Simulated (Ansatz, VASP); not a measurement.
**NiMoIrPdW in VASP and in Ansatz**

```
CELL_PARAMETERS angstrom
4.08942 0.00000 0.00000
-2.04471 3.54154 0.00000
0.00000 0.00000 5.40925
ATOMIC_POSITIONS crystal
Ni 0.00000 0.00000 0.95775
Mo 0.66667 0.33333 0.96161
Pd 0.66667 0.33333 0.46295
Ir 0.33333 0.66667 0.72572
W 0.33333 0.66667 0.23642
```

Change from the starting cell: volume scaled by 0.98.

Alike in both runs: task single point; functional PBE; k mesh 8 × 8 × 5; occupations fermi-dirac, width 0.05 eV; collinear spin, ferromagnetic start.

|  | VASP | Ansatz |
| --- | --- | --- |
| version | VASP 6.6.1 | Ansatz 0.2.0 |
| potentials or method | VASP PAW PBE potentials, release 64 (Ni, Mo_sv, Pd, Ir, W_sv) | Ansatz PAW |
| plane-wave cutoff (eV) | 520 | 420 |
| valence electrons in the cell | 57 | 81 |

Ansatz gave:

* gap on the k mesh at the Fermi level (eV): none
* pressure (GPa): 4.7
* largest component of the traceless stress (GPa): 0.20
* rms of the force components (eV/Å): 0.029
* net moment per atom (μB): 0.00

Q: What did VASP give for the same quantities?

A: gap on the k mesh at the Fermi level (eV): none; pressure (GPa): 5.0; largest component of the traceless stress (GPa): 0.23; rms of the force components (eV/Å): 0.026; net moment per atom (μB): 0.00.

Atom by atom the forces differ by 0.005 eV/Å (rms over components). A gap of «none» marks a metal or a gap that the smearing closes. The functional is the same, so the differences come from potentials, cutoffs and numerics. The two sets of potentials don't hold the same shells in valence.

Caveats: the starting moments weren't kept (Ansatz). The runs have no spin-orbit coupling, so splittings on Ir, W are missing.
